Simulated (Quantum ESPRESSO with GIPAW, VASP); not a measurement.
# Shieldings of KCl (Sylvite), code against code

The same structure and functional (PBE) go through two programs with their own PAW files. All values are calculated, scalar-relativistic and without spin-orbit coupling, include the cores, and leave out the macroscopic shape term.

Space group Fm-3m (No. 225); atoms are numbered in the order of the file.

```xyz
2
Lattice="0.0000 3.1465 3.1465 3.1465 0.0000 3.1465 3.1465 3.1465 0.0000" Properties=species:S:1:pos:R:3 pbc="T T T"
K     0.0000    0.0000    0.0000
Cl    3.1465    3.1465    3.1465
```

- VASP 6.6.1: LCHIMAG, datasets K_sv and Cl (PBE 64), 370 eV, mesh 6×6×6
- gipaw.x (a patched development version of Quantum ESPRESSO): pslibrary recipes K spn and Cl n, 55 Ry, mesh 6×6×6

**Question.** How far do the isotropic shieldings agree, site by site?

| site | like atoms | σ VASP (ppm) | σ gipaw.x (ppm) |
| --- | --- | --- | --- |
| K1 | 1 | 1150.5 | 1153.6 |
| Cl2 | 1 | 905.8 | 903.8 |

VASP and gipaw.x, which both use linear response, differ by -3.1 ppm on K1 and by +2.0 ppm on Cl2, the extremes here. VASP's shape term for a sphere would add 9.1 ppm to every site.

[Logs are printed without paths, hosts, clocks, repeated set-up lines and the standing remarks that a program may print on its own settings, such as how far it seeks lower states.]

[Hosts, paths, dates, database ids (printed as entryN), source tags and the programs' standing remarks are cut or masked in the printed files.]
